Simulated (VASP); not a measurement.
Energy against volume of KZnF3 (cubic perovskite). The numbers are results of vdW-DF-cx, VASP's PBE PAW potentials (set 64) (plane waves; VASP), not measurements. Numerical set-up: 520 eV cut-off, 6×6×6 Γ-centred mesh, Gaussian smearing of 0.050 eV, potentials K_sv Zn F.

```csv
V (Å³/atom),E (eV/atom)
13.123,-1.89052
13.529,-1.89465
13.935,-1.89288
14.340,-1.88618
```

Problem. Fit these four points and predict the energy of the run at 12.717 Å³/atom.

Solution. A cubic in V^(−2/3), the third-order Birch-Murnaghan form, passes through the four points with V0 = 13.60 Å³/atom and B0 = 75 GPa, and gives -1.8794 eV/atom there. The run gave -1.8795 eV/atom, -0.1 meV/atom from the fit; all five points give B0 = 75 GPa.

The compound is KZnF3 in the cubic perovskite structure. It was relaxed first.
